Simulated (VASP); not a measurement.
# HPbNO4 (P1) in VASP: a series of runs

The runs below take HPbNO4 through density of states, band structure, with B3LYP, rev-vdW-DF2, r2SCAN0, PBE0, r2SCAN-EpsX.

Everything below comes from runs of VASP 6.6.1. Logs are shortened: lines on timing, memory, paths and dates and some standing lists are left out, and cuts for length are marked.

## (1) The crystal as given

The typed cell holds 7 atoms: a = 4.204 Å, b = 4.339 Å, c = 6.729 Å, α = 71.95°, β = 72.29°, γ = 62.23°.

The cell was built by a generator and needn't be a form met in nature.

## (2) Density of states, B3LYP

File POSCAR:

```
HPbNO4
1.0
    4.1992300000      0.1111700000      0.1681700000
    1.9160000000      3.8913200000      0.1256800000
    1.7608500000      1.2525900000      6.3726600000
H Pb N O
1 1 1 4
Direct
    0.8914500000      0.6820200000      0.6279600000
    0.1442600000      0.9287200000      0.8835200000
    0.2567000000      0.2886100000      0.3017100000
    0.8310800000      0.6505600000      0.7840500000
    0.3869400000      0.2238000000      0.1129500000
    0.3110400000      0.0357600000      0.4585600000
    0.0772600000      0.6063300000      0.3227500000
```

File INCAR.step1:

```
SYSTEM = HPbNO4
ALGO = Normal ; EDIFF = 1E-5
ENCUT = 520 ; GGA = PE
ISIF = 2 ; ISMEAR = -1
LASPH = .True. ; LCHARG = .False.
LREAL = .False. ; LWAVE = .True.
NELM = 100 ; PREC = Accurate
SIGMA = 0.05
```

File INCAR.step2:

```
SYSTEM = HPbNO4
AEXX = 0.2 ; AGGAC = 0.81
AGGAX = 0.72 ; ALDAC = 0.19
ALGO = Normal ; EDIFF = 1E-7
ENCUT = 520 ; GGA = B3
ISIF = 2 ; ISMEAR = -5
ISTART = 1 ; LASPH = .True.
LCHARG = .False. ; LHFCALC = .True.
LORBIT = 11 ; LREAL = .False.
LWAVE = .False. ; NEDOS = 2001
NELM = 100 ; PREC = Accurate
PRECFOCK = Fast ; SIGMA = 0.05
```

File KPOINTS:

```
k-points
0
Gamma
  4 4 3
  0 0 0
```

Potentials or basis: VASP PAW PBE potentials, release 64 (H, Pb_d, N, O).

Run with:

```console
$ cat potpaw_PBE.64/H/POTCAR potpaw_PBE.64/Pb_d/POTCAR potpaw_PBE.64/N/POTCAR potpaw_PBE.64/O/POTCAR > POTCAR
$ cp INCAR.step1 INCAR
$ mpirun -np 8 vasp_std > vasp.out
$ cp INCAR.step2 INCAR
$ mpirun -np 8 vasp_std > vasp.out
```

OUTCAR:

```text
SYSTEM = HPbNO4
   AEXX = 0.2
   EDIFF = 1E-7
   ENCUT = 520
   GGA = B3
   ISIF = 2
   ISMEAR = -5
   ISTART = 1
   LASPH = .True.
   LHFCALC = .True.
   LORBIT = 11
   LREAL = .False.
   NELM = 100
   PREC = Accurate
   PRECFOCK = Fast

 ion  position               nearest neighbor table
   1  0.891  0.682  0.628-   4 0.98
   2  0.144  0.929  0.884-   4 2.48   4 2.51   6 2.67   4 2.72   5 2.81   7 2.84   5 2.91   5 2.93

   3  0.257  0.289  0.302-   6 1.25   7 1.26   5 1.28
   4  0.831  0.651  0.784-   1 0.98   2 2.48   2 2.51   2 2.72
   5  0.387  0.224  0.113-   3 1.28   2 2.81   2 2.91   2 2.93
   6  0.311  0.036  0.459-   3 1.25   2 2.67
   7  0.077  0.606  0.323-   3 1.26   2 2.84

  LATTYP: Found a triclinic cell.
 ALAT       =     6.7290690222
 B/A-ratio  =     1.0080435208
 C/A-ratio  =     0.6247619357
 COS(alpha) =     0.0037064377
 COS(beta)  =     0.3041824545
 COS(gamma) =     0.7937729759

  Lattice vectors:

 A1 = (   1.7608500000,   1.2525900000,   6.3726600000)
 A2 = (  -0.1551500000,  -2.6387300000,   6.2469800000)
 A3 = (   4.1992300000,   0.1111700000,   0.1681700000)

Analysis of symmetry for initial positions (statically):
=====================================================================
 Subroutine PRICEL returns:
 Original cell was already a primitive cell.

 Routine SETGRP: Setting up the symmetry group for a
 triclinic supercell.

 Subroutine GETGRP returns: Found  1 space group operations
 (whereof  1 operations were pure point group operations)
 out of a pool of  2 trial point group operations.

The static configuration has the point symmetry C_1 .

Analysis of symmetry for dynamics (positions and initial velocities):
=====================================================================
 Subroutine PRICEL returns:
 Original cell was already a primitive cell.

 Routine SETGRP: Setting up the symmetry group for a
 triclinic supercell.

 Subroutine GETGRP returns: Found  1 space group operations
 (whereof  1 operations were pure point group operations)
 out of a pool of  2 trial point group operations.

The dynamic configuration has the point symmetry C_1 .

 Subroutine INISYM returns: Found  1 space group operations
 (whereof  1 operations are pure point group operations),
 and found     1 'primitive' translations

----------------------------------------------------------------------------------------

                                     Primitive cell

  volume of cell :     101.3902

  direct lattice vectors                    reciprocal lattice vectors
     4.199230000  0.111170000  0.168170000     0.243027768 -0.118243312 -0.043910244
     1.916000000  3.891320000  0.125680000    -0.004909750  0.261012831 -0.049947232
     1.760850000  1.252590000  6.372660000    -0.006316502 -0.002027272  0.159064151

  length of vectors
     4.204066188  4.339265238  6.729069022     0.273810311  0.265794149  0.159202425

  position of ions in fractional coordinates (direct lattice)
     0.891450000  0.682020000  0.627960000
     0.144260000  0.928720000  0.883520000
     0.256700000  0.288610000  0.301710000
     0.831080000  0.650560000  0.784050000
     0.386940000  0.223800000  0.112950000
     0.311040000  0.035760000  0.458560000
     0.077260000  0.606330000  0.322750000

  ion indices of the primitive-cell ions
   primitive index   ion index
                 1           1
                 2           2
                 3           3
                 4           4
                 5           5
                 6           6
                 7           7

----------------------------------------------------------------------------------------

 KPOINTS: k-points

Automatic generation of k-mesh.
 Grid dimensions read from file:
 generate k-points for:    4    4    3

 Generating k-lattice:

  Cartesian coordinates                     Fractional coordinates (reciprocal lattice)
     0.060756942 -0.029560828 -0.010977561     0.250000000 -0.000000000 -0.000000000
    -0.001227438  0.065253208 -0.012486808    -0.000000000  0.250000000  0.000000000
    -0.002105501 -0.000675757  0.053021384     0.000000000  0.000000000  0.333333333

  Length of vectors
     0.068452578  0.066448537  0.053067475

  Shift w.r.t. Gamma in fractional coordinates (k-lattice)
     0.000000000  0.000000000  0.000000000

 TETIRR: Found    144 inequivalent tetrahedra from      288

 Subroutine IBZKPT returns following result:
 ===========================================

 Found     26 irreducible k-points:

 Following reciprocal coordinates:
            Coordinates               Weight
  0.000000  0.000000  0.000000      1.000000
  0.250000 -0.000000 -0.000000      2.000000
  0.500000 -0.000000 -0.000000      1.000000
 -0.000000  0.250000 -0.000000      2.000000
  0.250000  0.250000  0.000000      2.000000
  0.500000  0.250000 -0.000000      2.000000
[... 16 lines left out ...]
  0.000000 -0.250000  0.333333      2.000000
  0.250000 -0.250000  0.333333      2.000000
 [... further k-points ...]
   k-points           NKPTS =     26   k-points in BZ     NKDIM =     48   number of bands    NBANDS=     32
   number of dos      NEDOS =   2001   number of ions     NIONS =      7
   total plane-waves  NPLWV =  51200
   dimension x,y,z NGX =    32 NGY =   32 NGZ =   50
   dimension x,y,z NGXF=    64 NGYF=   64 NGZF=  100
   ions per type =               1   1   1   4
   NGX,Y,Z   is equivalent  to a cutoff of  12.65, 12.26, 12.35 a.u.
   NGXF,Y,Z  is equivalent  to a cutoff of  25.31, 24.52, 24.71 a.u.
 SYSTEM =  HPbNO4
   PREC   = accura    normal or accurate (medium, high low for compatibility)
   ISTART =      1    job   : 0-new  1-cont  2-samecut
   ICHARG =      0    charge: 1-file 2-atom 10-const
   ISPIN  =      1    spin polarized calculation?
   LNONCOLLINEAR =      F non collinear calculations
   LSORBIT =      F    spin-orbit coupling
   LASPH  =      T    aspherical Exc in radial PAW
   ENCUT  =  520.0 eV  38.22 Ry    6.18 a.u.   7.82  8.07 12.51*2*pi/ulx,y,z
   NELM   =    100;   NELMIN=  2; NELMDL=  0     # of ELM steps
   EDIFF  = 0.1E-06   stopping-criterion for ELM
   LREAL  =      F    real-space projection
   EDIFFG = 0.1E-05   stopping-criterion for IOM
   NSW    =      0    number of steps for IOM
   IBRION =     -1    ionic relax: 0-MD 1-quasi-New 2-CG
   NFREE  =      0    steps in history (QN), initial steepest desc. (CG)
   ISIF   =      2    stress and relaxation
   ISYM   =      3    0-nonsym 1-usesym 2-fastsym
   POTIM  = 0.5000    time-step for ionic-motion
   TEBEG  =    0.0;   TEEND  =   0.0 temperature during run
   PSTRESS=    0.0 pullay stress
   NELECT =      44.0000    total number of electrons
   NUPDOWN=      -1.0000    fix difference up-down
   EMIN   =  10.00;   EMAX   =-10.00  energy-range for DOS
   EFERMI =   0.00;   METHOD = LEGACY
   ISMEAR =    -5;   SIGMA  =   0.05  broadening in eV -4-tet -1-fermi 0-gaus
   EFERMI_NEDOS =   21; number of points for ismear=-14 and -15
   IALGO  =     38    algorithm
   IMIX   =      1    mixing-type and parameters
     AMIX     =   0.40;   BMIX     =  1.00
     AMIX_MAG =   1.60;   BMIX_MAG =  1.00
  volume/ion in A,a.u.               =      14.48        97.74
  Fermi-wavevector in a.u.,A,eV,Ry     =   1.239444  2.342210 20.901576  1.536223
  Thomas-Fermi vector in A             =   2.373927
   LORBIT       =     11    0 simple, 1 ext, 2 COOP (PROOUT), +10 PAW based schemes
   GGA     = B3    functional components
   LHFCALC =     T    Hartree Fock is set to
   PRECFOCK=fast      Normal, Fast or Accurate (Low or Medium for compatibility)
   ENCUT4O =  -1.0   cutoff for four orbital integrals eV
   NKREDX  =     1    reduce k-point grid by
   NKREDY  =     1    reduce k-point grid by
   NKREDZ  =     1    reduce k-point grid by
   AEXX    =    0.2000 exact exchange contribution
   HFSCREEN=    0.0000 screening length (either q_TF or 0.3 A-1)
   HFSCREENC=   0.0000 screening length for correlation (either q_TF or 0.3 A-1)
   ENCUTFOCK=  -1.0 apply spherical cutoff to Coloumb kernel
   IVDW    =     0    specifies the selected vdW correction
   LEPSILON=     F    determine dielectric tensor
   LRPA    =     F    only Hartree local field effects (RPA)
 non-spin polarized calculation
 Fermi weights with tetrahedron method with Bloechl corrections
  energy-cutoff  :      520.00
  volume of cell :      101.39
 maximum number of plane-waves:      2747
  NGX = 18; NGY = 18; NGZ = 28

 number of electron      43.9999998 magnetization

 Free energy of the ion-electron system (eV)
  ---------------------------------------------------
  ext. energy  EPLUGINS =         0.00000000
  ---------------------------------------------------
  free energy    TOTEN  =       -50.22070237 eV

  energy without entropy =      -50.22070237  energy(sigma->0) =      -50.22070237

 E-fermi :  -0.1325     XC(G=0):  -7.0736

 val. band max:       -0.1429211627   @ k =  -0.2500   0.2500   0.3333
 cond. band min:       4.4259725816   @ k =  -0.2500   0.5000   0.3333
 fundamental gap:      4.5688937443
 Fermi energy:        -0.1325029304

 k-point     1 :       0.0000    0.0000    0.0000
  band No.  band energies     occupation
      1     -27.7070      2.00000
      2     -22.0390      2.00000
      3     -21.7019      2.00000
      4     -18.9994      2.00000
      5     -16.3298      2.00000
      6     -16.3095      2.00000
[... 24 lines left out ...]
     31      13.9094      0.00000
     32      14.4251      0.00000

 k-point     2 :       0.2500   -0.0000   -0.0000
  band No.  band energies     occupation
      1     -27.6920      2.00000
      2     -22.0648      2.00000
      3     -21.7084      2.00000
      4     -18.9876      2.00000
      5     -16.3461      2.00000
      6     -16.3231      2.00000
[... 24 lines left out ...]
     31      13.5455      0.00000
     32      14.6895      0.00000

 k-point     3 :       0.5000   -0.0000   -0.0000
  band No.  band energies     occupation
      1     -27.6769      2.00000
      2     -22.0925      2.00000
      3     -21.7124      2.00000
      4     -18.9791      2.00000
      5     -16.3485      2.00000
      6     -16.3229      2.00000
[... 24 lines left out ...]
     31      13.4077      0.00000
     32      14.5317      0.00000

 k-point     4 :      -0.0000    0.2500   -0.0000
  band No.  band energies     occupation
      1     -27.6821      2.00000
      2     -22.1004      2.00000
      3     -21.7152      2.00000
      4     -18.9887      2.00000
      5     -16.3376      2.00000
      6     -16.3084      2.00000
[... 24 lines left out ...]
     31      13.8859      0.00000
     32      14.8766      0.00000

 k-point     5 :       0.2500    0.2500    0.0000
  band No.  band energies     occupation
      1     -27.6910      2.00000
      2     -22.0667      2.00000
      3     -21.7076      2.00000
      4     -18.9876      2.00000
      5     -16.3402      2.00000
      6     -16.3271      2.00000
[... 584 lines left out ...]
     31      13.2706      0.00000
     32      14.3883      0.00000

 k-point    22 :      -0.2500    0.5000    0.3333
  band No.  band energies     occupation
      1     -27.6665      2.00000
      2     -22.1254      2.00000
      3     -21.7194      2.00000
      4     -18.9794      2.00000
      5     -16.3489      2.00000
      6     -16.3213      2.00000
[... 24 lines left out ...]
     31      13.3700      0.00000
     32      14.4465      0.00000

 k-point    23 :       0.0000   -0.2500    0.3333
  band No.  band energies     occupation
      1     -27.6814      2.00000
      2     -22.1033      2.00000
      3     -21.7186      2.00000
      4     -18.9847      2.00000
      5     -16.3470      2.00000
      6     -16.3059      2.00000
[... 24 lines left out ...]
     31      13.9377      0.00000
     32      14.3781      0.00000

 k-point    24 :       0.2500   -0.2500    0.3333
  band No.  band energies     occupation
      1     -27.6666      2.00000
      2     -22.1318      2.00000
      3     -21.7183      2.00000
      4     -18.9795      2.00000
      5     -16.3418      2.00000
      6     -16.3192      2.00000
[... 24 lines left out ...]
     31      13.3310      0.00000
     32      14.7275      0.00000

 [... further k-points ...]
[... 5 lines left out ...]
  --------------------------------------------------------------------------------------
  -------------------------------------------------------------------------------------
  Total       -0.0228490     -0.7520752     -0.8778330      0.0931910     -0.1309221      0.0494466
  in kB       -0.3610625    -11.8843616    -13.8715981      1.4726124     -2.0688437      0.7813590
  external PRESSURE =      -8.7056741 kB  Pullay stress =       0.0000000 kB

 VOLUME and BASIS-vectors are now :
 -----------------------------------------------------------------------------
  energy-cutoff  :      520.00
  volume of cell :      101.39
      direct lattice vectors                 reciprocal lattice vectors
     4.199230000  0.111170000  0.168170000     0.243027768 -0.118243312 -0.043910244
     1.916000000  3.891320000  0.125680000    -0.004909750  0.261012831 -0.049947232
     1.760850000  1.252590000  6.372660000    -0.006316502 -0.002027272  0.159064151

 POSITION                                       TOTAL-FORCE (eV/Angst)
 -----------------------------------------------------------------------------------
      6.15590      3.53964      4.23741        -0.019164      0.033050      0.393131
      3.94095      4.73667      5.77135        -0.002676      0.009413     -0.027981
      2.16219      1.52953      2.00214         0.002192     -0.056600     -0.014108
      6.11696      3.60602      5.21801         0.021999     -0.003600     -0.412359
      2.25254      1.05537      0.81299        -0.028398      0.158648      0.365984
      2.18210      0.74812      2.97905        -0.010106      0.297994     -0.268304
      2.05448      2.77229      2.14597         0.036153     -0.438904     -0.036362
 -----------------------------------------------------------------------------------
    total drift:                               -0.000474     -0.000495      0.000186

  FREE ENERGIE OF THE ION-ELECTRON SYSTEM (eV)
  ---------------------------------------------------
  free  energy   TOTEN  =       -50.2207023746 eV

  energy  without entropy=      -50.2207023746  energy(sigma->0) =      -50.22070237

 total charge

# of ion       s       p       d       tot
------------------------------------------
    1        0.601   0.123   0.000   0.724
    2        1.557   0.298   9.857  11.712
    3        1.213   2.590   0.000   3.803
    4        1.562   3.520   0.000   5.082
    5        1.582   3.500   0.000   5.082
    6        1.585   3.513   0.000   5.099
    7        1.590   3.496   0.000   5.086
--------------------------------------------------
tot          9.691  17.041   9.857  36.589
```

It took 12 min on 8 MPI ranks of Intel Xeon 6975P-C (Granite Rapids), shared host; peak memory 0.16 GiB.

Results:

- Free energy: -50.2207 eV
- Pressure: -0.9 GPa
- Largest force: 0.442 eV/Å
- Band gap on the k mesh: 4.57 eV, indirect (least direct gap 4.58 eV)
- Valence electrons inside the program's atomic spheres: H 0.72; Pb 11.71; N 3.80; O 5.08, 5.10, 5.09

Forces in eV/Å, atoms in the order of the input:
```
H   -0.019  0.033  0.393
Pb  -0.003  0.009 -0.028
N    0.002 -0.057 -0.014
O    0.022 -0.004 -0.412
O   -0.028  0.159  0.366
O   -0.010  0.298 -0.268
O    0.036 -0.439 -0.036
```

Stress tensor (GPa, compression positive):
```
-0.04  0.15  0.08
 0.15 -1.19 -0.21
 0.08 -0.21 -1.39
```

States per cell in windows of 0.5 eV (zero at the valence-band top; states under -8 eV left out):
| from (eV) | total | O4_p | O7_p | O5_p | O6_p | Pb2_p | Pb2_s |
| --- | --- | --- | --- | --- | --- | --- | --- |
| -8.0 | 0.51 | 0.00 | 0.12 | 0.06 | 0.04 | 0.00 | 0.00 |
| -7.5 | 0.00 | 0.00 | 0.00 | 0.00 | 0.00 | 0.00 | 0.00 |
| -7.0 | 0.35 | 0.04 | 0.01 | 0.02 | 0.01 | 0.00 | 0.15 |
| -6.5 | 1.64 | 0.21 | 0.06 | 0.05 | 0.07 | 0.00 | 0.67 |
| -6.0 | 0.00 | 0.00 | 0.00 | 0.00 | 0.00 | 0.00 | 0.00 |
| -5.5 | 0.23 | 0.10 | 0.01 | 0.00 | 0.00 | 0.00 | 0.01 |
| -5.0 | 1.39 | 0.57 | 0.04 | 0.02 | 0.03 | 0.02 | 0.09 |
| -4.5 | 0.37 | 0.12 | 0.02 | 0.01 | 0.01 | 0.00 | 0.05 |
| -4.0 | 0.03 | 0.01 | 0.00 | 0.00 | 0.00 | 0.00 | 0.00 |
| -3.5 | 1.69 | 0.09 | 0.29 | 0.40 | 0.28 | 0.04 | 0.01 |
| -3.0 | 2.88 | 0.29 | 0.46 | 0.54 | 0.60 | 0.05 | 0.03 |
| -2.5 | 3.28 | 0.37 | 0.62 | 0.67 | 0.54 | 0.05 | 0.03 |
| -2.0 | 2.24 | 0.64 | 0.37 | 0.17 | 0.33 | 0.05 | 0.00 |
| -1.5 | 1.65 | 0.20 | 0.31 | 0.35 | 0.34 | 0.01 | 0.01 |
| -1.0 | 0.94 | 0.18 | 0.16 | 0.15 | 0.16 | 0.01 | 0.06 |
| -0.5 | 1.40 | 0.61 | 0.06 | 0.08 | 0.04 | 0.03 | 0.24 |
| 0.0 | 0.00 | 0.00 | 0.00 | 0.00 | 0.00 | 0.00 | 0.00 |
| 0.5 | 0.00 | 0.00 | 0.00 | 0.00 | 0.00 | 0.00 | 0.00 |
| 1.0 | 0.00 | 0.00 | 0.00 | 0.00 | 0.00 | 0.00 | 0.00 |
| 1.5 | 0.00 | 0.00 | 0.00 | 0.00 | 0.00 | 0.00 | 0.00 |
| 2.0 | 0.00 | 0.00 | 0.00 | 0.00 | 0.00 | 0.00 | 0.00 |
| 2.5 | 0.00 | 0.00 | 0.00 | 0.00 | 0.00 | 0.00 | 0.00 |
| 3.0 | 0.00 | 0.00 | 0.00 | 0.00 | 0.00 | 0.00 | 0.00 |
| 3.5 | 0.00 | 0.00 | 0.00 | 0.00 | 0.00 | 0.00 | 0.00 |
| 4.0 | 0.00 | 0.00 | 0.00 | 0.00 | 0.00 | 0.00 | 0.00 |
| 4.5 | 1.67 | 0.03 | 0.21 | 0.13 | 0.20 | 0.06 | 0.01 |
| 5.0 | 0.33 | 0.00 | 0.05 | 0.03 | 0.05 | 0.01 | 0.00 |
| 5.5 | 0.59 | 0.01 | 0.01 | 0.01 | 0.01 | 0.19 | 0.00 |
| 6.0 | 1.40 | 0.05 | 0.03 | 0.05 | 0.03 | 0.44 | 0.00 |
| 6.5 | 0.98 | 0.06 | 0.02 | 0.03 | 0.02 | 0.35 | 0.01 |
| 7.0 | 1.02 | 0.06 | 0.02 | 0.04 | 0.02 | 0.38 | 0.00 |
| 7.5 | 1.09 | 0.12 | 0.01 | 0.05 | 0.01 | 0.43 | 0.00 |

Caveat: the k mesh is coarse (spacing up to 0.43 Å⁻¹), so the values aren't converged, least of all with exact exchange; the standard files for N, O and F lose accuracy on very short bonds; the PAW data sets were made with another functional, which shifts forces and pressure a little; spin-orbit coupling is left out, which as a rule narrows the gap of such compounds by several tenths of an eV; an odd mesh through Γ misses points on the zone boundary, where band edges often lie.

(Continued in part 2 of 3.)
